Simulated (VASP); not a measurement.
Data:

```
CELL_PARAMETERS angstrom
      5.24604     0.00000     0.00000
     -2.62302     4.54320     0.00000
      0.00000     0.00000     4.18759
ATOMIC_POSITIONS crystal
  Co 0.00000 0.50000 0.00000
  Co 0.50000 0.00000 0.00000
  Co 0.50000 0.50000 0.00000
  Sn 0.66667 0.33333 0.50000
  Sn 0.33333 0.66667 0.50000
  Sn 0.00000 0.00000 0.00000
```

All values below come from PBE GGA, VASP's PBE PAW potentials (set 64) (plane waves; VASP 6.6.1). Settings: 300 eV cut-off, 6×6×7 Γ-centred mesh, Gaussian smearing of 0.10 eV, potentials Co Sn_d.

At this cut-off the stress carries a Pulay error, which pulls relaxed volumes low.

### Question
Give the stress tensor in GPa (positive for a compressed cell).

### Answer

```
3.57  0.00  0.00
0.00  3.57  0.00
0.00  0.00  3.61
```
The pressure is its mean diagonal, 3.58 GPa.

The structure comes from a computed database's CoSn entry; how it stands against other phases isn't given here. The cell was not relaxed at this level. The run is not spin-polarised, so no magnetic state was tried. The electron count is odd and the run is not spin-polarised, which forces a metal.
